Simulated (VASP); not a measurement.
# C (Diamond): VASP by hand and through ASE, part 2 of 4

Aim: repeat a VASP run on C (Diamond) through ASE, from several structure formats, and find the equilibrium volume by several routes. All runs use LDA. The start is a cell from a database of measured crystal structures.

VASP 6.6.1; LDA; plane waves and PAW (C).

So far. Step 2 (Reference run): The pressure is -11.63 GPa and the largest force 0.000 eV/Å, so the cell is not at a minimum at these settings. Step 3 (A single point (LDA, through ASE)): The energy equals that of the run typed by hand within 0.01 meV an atom.

## 4. Total energy, forces and stress (LDA, through ASE)

System of this step: C (Diamond). The structure is cubic, space group Fd-3m (No. 227). The conventional cell has a = 3.567 Å, b = 3.567 Å, c = 3.567 Å, α = 90.00°, β = 90.00°, γ = 90.00°. Nearest to C lie 4 C at 1.54 Å.

The single point through ASE, with the structure read from a CIF with its space group. The file expands to the conventional cell of 8 atoms, on a 6×6×6 mesh.

File run.py:

```python
import numpy as np
from ase.calculators.vasp import Vasp
from ase.io import read
from ase.dft.bandgap import bandgap

atoms = read('C.cif')

calc = Vasp(
    xc='lda',
    pp='LDA',
    prec='Accurate',
    encut=520,
    ediff=1e-06,
    nelm=100,
    ismear=-1,
    sigma=0.05,
    lreal=False,
    algo='Normal',
    nbands=24,
    lorbit=11,
    lwave=False,
    lcharg=False,
    kpar=2,
    isif=2,
    pp_version='64',
    setups={'C': ''},
    kpts=(6, 6, 6),
    gamma=True,
    txt='vasp.out',
)
atoms.calc = calc

print("energy (eV):", round(atoms.get_potential_energy(), 6))
print("Fermi level (eV):", round(calc.get_fermi_level(), 4))
print("forces (eV/A):")
print(np.round(atoms.get_forces(), 4))
print("stress (GPa, Voigt, tension positive):", np.round(atoms.get_stress() * 160.21766, 3))
gap, p1, p2 = bandgap(calc, direct=False)
print("gap on the mesh (eV):", round(gap, 4))
```

File C.cif:

```cif
data_C
_cell_length_a 3.56674000
_cell_length_b 3.56674000
_cell_length_c 3.56674000
_cell_angle_alpha 90.00000000
_cell_angle_beta 90.00000000
_cell_angle_gamma 90.00000000
_space_group_name_H-M_alt 'Fd-3m'
_space_group_name_Hall 'F 4d 2 3 -1d'
_space_group_IT_number 227
loop_
_space_group_symop_operation_xyz
'x,y,z'
'-y+1/4,x+1/4,z+1/4'
'-x,-y+1/2,z+1/2'
'y+3/4,-x+1/4,z+3/4'
'x,-y,-z'
'-y+1/4,-x+3/4,-z+3/4'
'-x,y+1/2,-z+1/2'
'y+3/4,x+3/4,-z+1/4'
'z,x,y'
'z+1/4,-y+1/4,x+1/4'
'z+1/2,-x,-y+1/2'
'z+3/4,y+3/4,-x+1/4'
'-z,x,-y'
'-z+3/4,-y+1/4,-x+3/4'
'-z+1/2,-x,y+1/2'
'-z+1/4,y+3/4,x+3/4'
'y,z,x'
'x+1/4,z+1/4,-y+1/4'
'-y+1/2,z+1/2,-x'
'-x+1/4,z+3/4,y+3/4'
'-y,-z,x'
'-x+3/4,-z+3/4,-y+1/4'
'y+1/2,-z+1/2,-x'
'x+3/4,-z+1/4,y+3/4'
'-x+1/4,-y+1/4,-z+1/4'
'y,-x,-z'
'x+1/4,y+3/4,-z+3/4'
'-y+1/2,x,-z+1/2'
'-x+1/4,y+1/4,z+1/4'
'y,x+1/2,z+1/2'
'x+1/4,-y+3/4,z+3/4'
'-y+1/2,-x+1/2,z'
'-z+1/4,-x+1/4,-y+1/4'
'-z,y,-x'
'-z+3/4,x+1/4,y+3/4'
'-z+1/2,-y+1/2,x'
'z+1/4,-x+1/4,y+1/4'
'z+1/2,y,x+1/2'
'z+3/4,x+1/4,-y+3/4'
'z,-y+1/2,-x+1/2'
'-y+1/4,-z+1/4,-x+1/4'
'-x,-z,y'
'y+3/4,-z+3/4,x+1/4'
'x,-z+1/2,-y+1/2'
'y+1/4,z+1/4,-x+1/4'
'x+1/2,z+1/2,y'
'-y+3/4,z+3/4,x+1/4'
'-x+1/2,z,-y+1/2'
'x,y+1/2,z+1/2'
'-y+1/4,x+3/4,z+3/4'
'-x,-y,z'
'y+3/4,-x+3/4,z+1/4'
'x,-y+1/2,-z+1/2'
'-y+1/4,-x+1/4,-z+1/4'
'-x,y,-z'
'y+3/4,x+1/4,-z+3/4'
'z,x+1/2,y+1/2'
'z+1/4,-y+3/4,x+3/4'
'z+1/2,-x+1/2,-y'
'z+3/4,y+1/4,-x+3/4'
'-z,x+1/2,-y+1/2'
'-z+3/4,-y+3/4,-x+1/4'
'-z+1/2,-x+1/2,y'
'-z+1/4,y+1/4,x+1/4'
'y,z+1/2,x+1/2'
'x+1/4,z+3/4,-y+3/4'
'-y+1/2,z,-x+1/2'
'-x+1/4,z+1/4,y+1/4'
'-y,-z+1/2,x+1/2'
'-x+3/4,-z+1/4,-y+3/4'
'y+1/2,-z,-x+1/2'
'x+3/4,-z+3/4,y+1/4'
'-x+1/4,-y+3/4,-z+3/4'
'y,-x+1/2,-z+1/2'
'x+1/4,y+1/4,-z+1/4'
'-y+1/2,x+1/2,-z'
'-x+1/4,y+3/4,z+3/4'
'y,x,z'
'x+1/4,-y+1/4,z+1/4'
'-y+1/2,-x,z+1/2'
'-z+1/4,-x+3/4,-y+3/4'
'-z,y+1/2,-x+1/2'
'-z+3/4,x+3/4,y+1/4'
'-z+1/2,-y,x+1/2'
'z+1/4,-x+3/4,y+3/4'
'z+1/2,y+1/2,x'
'z+3/4,x+3/4,-y+1/4'
'z,-y,-x'
'-y+1/4,-z+3/4,-x+3/4'
'-x,-z+1/2,y+1/2'
'y+3/4,-z+1/4,x+3/4'
'x,-z,-y'
'y+1/4,z+3/4,-x+3/4'
'x+1/2,z,y+1/2'
'-y+3/4,z+1/4,x+3/4'
'-x+1/2,z+1/2,-y'
'x+1/2,y,z+1/2'
'-y+3/4,x+1/4,z+3/4'
'-x+1/2,-y+1/2,z'
'y+1/4,-x+1/4,z+1/4'
'x+1/2,-y,-z+1/2'
'-y+3/4,-x+3/4,-z+1/4'
'-x+1/2,y+1/2,-z'
'y+1/4,x+3/4,-z+3/4'
'z+1/2,x,y+1/2'
'z+3/4,-y+1/4,x+3/4'
'z,-x,-y'
'z+1/4,y+3/4,-x+3/4'
'-z+1/2,x,-y+1/2'
'-z+1/4,-y+1/4,-x+1/4'
'-z,-x,y'
'-z+3/4,y+3/4,x+1/4'
'y+1/2,z,x+1/2'
'x+3/4,z+1/4,-y+3/4'
'-y,z+1/2,-x+1/2'
'-x+3/4,z+3/4,y+1/4'
'-y+1/2,-z,x+1/2'
'-x+1/4,-z+3/4,-y+3/4'
'y,-z+1/2,-x+1/2'
'x+1/4,-z+1/4,y+1/4'
'-x+3/4,-y+1/4,-z+3/4'
'y+1/2,-x,-z+1/2'
'x+3/4,y+3/4,-z+1/4'
'-y,x,-z'
'-x+3/4,y+1/4,z+3/4'
'y+1/2,x+1/2,z'
'x+3/4,-y+3/4,z+1/4'
'-y,-x+1/2,z+1/2'
'-z+3/4,-x+1/4,-y+3/4'
'-z+1/2,y,-x+1/2'
'-z+1/4,x+1/4,y+1/4'
'-z,-y+1/2,x+1/2'
'z+3/4,-x+1/4,y+3/4'
'z,y,x'
'z+1/4,x+1/4,-y+1/4'
'z+1/2,-y+1/2,-x'
'-y+3/4,-z+1/4,-x+3/4'
'-x+1/2,-z,y+1/2'
'y+1/4,-z+3/4,x+3/4'
'x+1/2,-z+1/2,-y'
'y+3/4,z+1/4,-x+3/4'
'x,z+1/2,y+1/2'
'-y+1/4,z+3/4,x+3/4'
'-x,z,-y'
'x+1/2,y+1/2,z'
'-y+3/4,x+3/4,z+1/4'
'-x+1/2,-y,z+1/2'
'y+1/4,-x+3/4,z+3/4'
'x+1/2,-y+1/2,-z'
'-y+3/4,-x+1/4,-z+3/4'
'-x+1/2,y,-z+1/2'
'y+1/4,x+1/4,-z+1/4'
'z+1/2,x+1/2,y'
'z+3/4,-y+3/4,x+1/4'
'z,-x+1/2,-y+1/2'
'z+1/4,y+1/4,-x+1/4'
'-z+1/2,x+1/2,-y'
'-z+1/4,-y+3/4,-x+3/4'
'-z,-x+1/2,y+1/2'
'-z+3/4,y+1/4,x+3/4'
'y+1/2,z+1/2,x'
'x+3/4,z+3/4,-y+1/4'
'-y,z,-x'
'-x+3/4,z+1/4,y+3/4'
'-y+1/2,-z+1/2,x'
'-x+1/4,-z+1/4,-y+1/4'
'y,-z,-x'
'x+1/4,-z+3/4,y+3/4'
'-x+3/4,-y+3/4,-z+1/4'
'y+1/2,-x+1/2,-z'
'x+3/4,y+1/4,-z+3/4'
'-y,x+1/2,-z+1/2'
'-x+3/4,y+3/4,z+1/4'
'y+1/2,x,z+1/2'
'x+3/4,-y+1/4,z+3/4'
'-y,-x,z'
'-z+3/4,-x+3/4,-y+1/4'
'-z+1/2,y+1/2,-x'
'-z+1/4,x+3/4,y+3/4'
'-z,-y,x'
'z+3/4,-x+3/4,y+1/4'
'z,y+1/2,x+1/2'
'z+1/4,x+3/4,-y+3/4'
'z+1/2,-y,-x+1/2'
'-y+3/4,-z+3/4,-x+1/4'
'-x+1/2,-z+1/2,y'
'y+1/4,-z+1/4,x+1/4'
'x+1/2,-z,-y+1/2'
'y+3/4,z+3/4,-x+1/4'
'x,z,y'
'-y+1/4,z+1/4,x+1/4'
'-x,z+1/2,-y+1/2'
loop_
_atom_site_label
_atom_site_type_symbol
_atom_site_symmetry_multiplicity
_atom_site_Wyckoff_symbol
_atom_site_fract_x
_atom_site_fract_y
_atom_site_fract_z
_atom_site_occupancy
C1 C 8 b 0.5000000000 0.0000000000 0.0000000000 1
```

The projector-augmented-wave data sets are C (LDA family, release 64).

Started as:

```console
> export ASE_VASP_COMMAND="mpirun -np 2 vasp_std"
> python run.py
```

What it wrote:

```text
energy (eV): -80.940834
Fermi level (eV): 10.7806
forces (eV/A):
[[ 0. -0. -0.]
 [ 0.  0. -0.]
 [ 0. -0.  0.]
 [ 0. -0. -0.]
 [-0.  0.  0.]
 [-0. -0. -0.]
 [-0.  0.  0.]
 [ 0.  0.  0.]]
stress (GPa, Voigt, tension positive): [11.626 11.626 11.626 -0.    -0.    -0.   ]
gap on the mesh (eV): 4.1229
```

The job ended after 8.2 s (2 MPI ranks of Intel Xeon 6975P-C (Granite Rapids), shared host; peak memory 0.25 GiB; 14 s of CPU time).

The INCAR that ASE wrote:

```
ENCUT = 520.000000
SIGMA = 0.050000
EDIFF = 1.00e-06
ALGO = Normal
PREC = Accurate
ISIF = 2
ISMEAR = -1
KPAR = 2
LORBIT = 11
NBANDS = 24
NELM = 100
LCHARG = .FALSE.
LWAVE = .FALSE.
LREAL = .FALSE.
```

ASE turned this into the KPOINTS:

```
KPOINTS created by Atomic Simulation Environment
0
Gamma
6 6 6
0 0 0
```

VASP's own log, vasp.out:

```text
[banner, memory and clock lines left out]
running    2 mpi-ranks, on    1 nodes
 distrk:  each k-point on    1 cores,    2 groups
 distr:  one band on    1 cores,    1 groups

 POSCAR found type information on POSCAR C
 POSCAR found :  1 types and       8 ions
 LDA part: xc-table for (Slater(with rela. corr.)+CA(PZ))
 , standard interpolation
 POSCAR, INCAR and KPOINTS ok, starting setup
 FFT: planning ... GRIDC
 FFT: planning ... GRID_SOFT
 FFT: planning ... GRID
 WAVECAR not read
 entering main loop
       N       E                     dE             d eps       ncg     rms          rms(c)
DAV:   1     0.671122680440E+02    0.67112E+02   -0.17018E+04   960   0.131E+03
DAV:   2    -0.789348714647E+02   -0.14605E+03   -0.13774E+03  1336   0.244E+02
DAV:   3    -0.840904506442E+02   -0.51556E+01   -0.51236E+01  1216   0.423E+01
DAV:   4    -0.841476874094E+02   -0.57237E-01   -0.57181E-01  1200   0.489E+00
DAV:   5    -0.841488777486E+02   -0.11903E-02   -0.11901E-02  1232   0.626E-01    0.114E+01
DAV:   6    -0.817721166740E+02    0.23768E+01   -0.16618E+00  1112   0.714E+00    0.661E+00
DAV:   7    -0.809419594668E+02    0.83016E+00   -0.18926E+00  1144   0.774E+00    0.143E+00
DAV:   8    -0.809408544973E+02    0.11050E-02   -0.38817E-02  1192   0.118E+00    0.610E-02
DAV:   9    -0.809408246421E+02    0.29855E-04   -0.57896E-04  1168   0.145E-01    0.318E-02
DAV:  10    -0.809408349718E+02   -0.10330E-04   -0.19772E-05  1152   0.260E-02    0.644E-03
DAV:  11    -0.809408340250E+02    0.94676E-06   -0.24381E-06  1040   0.905E-03
   1 F= -.80940834E+02 E0= -.80940834E+02  d E =-.204934E-10
```

Parts of OUTCAR (step 4):

```text
  LATTYP: Found a simple cubic cell.
 ALAT       =     3.5667400000

 Found     20 irreducible k-points:

   k-points           NKPTS =     20   k-points in BZ     NKDIM =     20   number of bands    NBANDS=     24

   dimension x,y,z NGX =    28 NGY =   28 NGZ =   28
   dimension x,y,z NGXF=    56 NGYF=   56 NGZF=   56

   ENCUT  =  520.0 eV  38.22 Ry    6.18 a.u.   6.63  6.63  6.63*2*pi/ulx,y,z

   NELECT =      32.0000    total number of electrons

 E-fermi :  10.7806

 k-point     1 :       0.0000    0.0000    0.0000
  band No.  band energies     occupation
    ...
     12       3.4332      2.00000
     13       3.4332      2.00000
     14       9.7238      2.00000
     15       9.7238      2.00000
     16       9.7238      2.00000
     17      14.4289      0.00000
     18      14.4289      0.00000
     19      14.4289      0.00000
     20      14.4289      0.00000
     21      14.4289      0.00000
    ...

 k-point     2 :       0.1667    0.0000    0.0000
  band No.  band energies     occupation
    ...
     12       3.6824      2.00000
     13       3.6824      2.00000
     14       8.8135      2.00000
     15       8.8135      2.00000
     16       9.1323      2.00000
     17      13.9021      0.00000
     18      15.0740      0.00000
     19      15.4283      0.00000
     20      15.4283      0.00000
     21      15.4283      0.00000
    ...

  Total       -3.2926839     -3.2926839     -3.2926839     -0.0000000     -0.0000000      0.0000000
  in kB     -116.2642693   -116.2642693   -116.2642693     -0.0000000     -0.0000000      0.0000000
  external PRESSURE =    -116.2642693 kB  Pullay stress =       0.0000000 kB

  energy-cutoff  :      520.00
  volume of cell :       45.37
      direct lattice vectors                 reciprocal lattice vectors
     3.566740000  0.000000000  0.000000000     0.280368067  0.000000000  0.000000000
     0.000000000  3.566740000  0.000000000     0.000000000  0.280368067  0.000000000
     0.000000000  0.000000000  3.566740000     0.000000000  0.000000000  0.280368067

 POSITION                                       TOTAL-FORCE (eV/Angst)
 -----------------------------------------------------------------------------------
      1.78337      0.00000      0.00000         0.000000     -0.000000     -0.000000
      0.89168      2.67505      0.89168         0.000000      0.000000     -0.000000
      1.78337      1.78337      1.78337         0.000000     -0.000000      0.000000
      2.67505      2.67505      2.67505         0.000000     -0.000000     -0.000000
      0.89168      0.89168      2.67505        -0.000000      0.000000      0.000000
      2.67505      0.89168      0.89168        -0.000000     -0.000000     -0.000000
      0.00000      1.78337      0.00000        -0.000000      0.000000      0.000000
      0.00000      0.00000      1.78337         0.000000      0.000000      0.000000
 -----------------------------------------------------------------------------------
    total drift:                                0.000000      0.000000     -0.000000

  FREE ENERGIE OF THE ION-ELECTRON SYSTEM (eV)
  ---------------------------------------------------
  free  energy   TOTEN  =       -80.9408340250 eV

  energy  without entropy=      -80.9408340250  energy(sigma->0) =      -80.94083403

 total charge
# of ion       s       p       d       tot
------------------------------------------
    1        0.819   1.753   0.000   2.572
    2        0.819   1.753   0.000   2.572
    3        0.819   1.753   0.000   2.572
    4        0.819   1.753   0.000   2.572
    5        0.819   1.753   0.000   2.572
    6        0.819   1.753   0.000   2.572
    7        0.819   1.753   0.000   2.572
    8        0.819   1.753   0.000   2.572
--------------------------------------------------
tot          6.549  14.024   0.000  20.573

[... 2 parts as in an earlier step ...]

[... 7 further parts left out ...]
```

A gap read on the k-mesh alone can miss the band edges.

This step gave:

| Item | Value |
| --- | --- |
| electrons | 32 |
| bands | 24 |
| irreducible k-points | 20 |
| free energy (TOTEN) | -80.9408 eV |
| Fermi energy | 10.78 eV |
| conduction bottom at k | 0.3333, 0, 0 |
| gap on the k-mesh | 4.123 eV |
| least direct gap on the k-mesh | 4.705 eV |

The energy lies +0.01 meV an atom from the run typed by hand, since this cell and mesh sample the zone at other points.

(Part 2 of 4 ends here.)

[Lines on the potential files, build, host, timing and source positions are cut from VASP's logs without a mark.]

[Logs are printed without paths, hosts, clocks, repeated set-up lines and the standing remarks that a program may print on its own settings, such as how far it seeks lower states.]

[Hosts, paths, dates, database ids (printed as entryN), source tags and the programs' standing remarks are cut or masked in the printed files.]

[A measured line is paired with the nearest computed mode of its activity, which favours agreement.]

[In band tables of VASP the shares of atoms and orbitals are scaled to a sum of 1 inside the atoms' spheres.]
